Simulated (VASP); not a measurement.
## SiO2 (space group R32): computed properties

These are r2SCAN meta-GGA, VASP's PBE PAW potentials (set 64) (plane waves; VASP 6.6.1) values and carry that method's errors.

- space group = R32 (155)
- cell = a = b = 7.9546 Å, c = 7.8532 Å, α = β = 90.00°, γ = 120.00°
- volume per atom = 15.94 Å^3/atom
- band gap (over mesh and band path) = 6.35 eV
- smallest direct gap (over mesh and band path) = 6.37 eV
- density = 2.09 g/cm³

```
O2Si
1.0
    3.97728     2.29628     2.61772
   -3.97728     2.29628     2.61772
    0.00000    -4.59257     2.61772
Si O
3 6
Cartesian
  1.71529   0.00000   3.92659
 -0.85764   1.48548   3.92659
 -0.85764  -1.48548   3.92659
 -1.51583   0.00000   3.92659
  0.75791  -1.31275   3.92659
  0.75791   1.31274   3.92659
 -1.32659  -2.29485   2.61772
 -1.32659   2.29485   5.23545
 -1.32411   2.29628   2.61772
```

The structure comes from a computed database's SiO2 entry (R32); how it stands against other phases isn't given here. It was relaxed first. Symmetry was kept, so distortions that lower it aren't found.
